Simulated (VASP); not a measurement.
Input for VASP

**POSCAR**
```
BN
1
    0.0000000000     1.8390479521     1.8390479521
    1.8390479521     0.0000000000     1.8390479521
    1.8390479521     1.8390479521     0.0000000000
B N
1 1
Direct
  0.0000000000   0.0000000000   0.0000000000
  0.2500000000   0.2500000000   0.2500000000
```

File KPOINTS:
```
Regular mesh
0
G
  12 12 12
0 0 0
```

INCAR:
```
SYSTEM=BN
PREC=Accurate; ENCUT=520; LREAL=.FALSE.
LASPH=.TRUE.
EDIFF=1E-7; NELM=100; ALGO=Normal
ISMEAR=0; SIGMA=0.05
GGA=PE; IVDW=12
ISIF=2
LWAVE=.FALSE.; LCHARG=.FALSE.
```

POTCAR, in this order: B N (PBE.64 set). Program: vasp_std.

Task: Write an equivalent input for Ansatz.

Result: One equivalent input (not run):
Ansatz 0.2 input:
```yaml
crystal:
  lattice:
    - [0.0000000, 1.8390480, 1.8390480]
    - [1.8390480, 0.0000000, 1.8390480]
    - [1.8390480, 1.8390480, 0.0000000]
  atoms:
    - { symbol: B, position: [0.0000000, 0.0000000, 0.0000000] }
    - { symbol: N, position: [0.2500000, 0.2500000, 0.2500000] }
kpoints:
  mp_grid: { grid: [12, 12, 12] }
hamiltonian:
  xc: pbe
  dispersion: d3bj
  pseudopotentials: { kind: paw }
scf:
  occupations: { method: gaussian, width: 0.05 }
  max_iter: 100
output: { forces: true, stress: true, eigenvalues: true }
```
The two are equivalent in intent, not identical: each code has its own PAW files, so the cut-off isn't converted (ENCUT is set for VASP's; basis.ecutwfc is left out, and Ansatz then takes the one that its files recommend); Ansatz stops its SCF on the density residual and VASP on the energy change (EDIFF).

The compound is BN in the zinc blende structure. This cell is one point of a volume scan, at 1.06 of the reference volume.
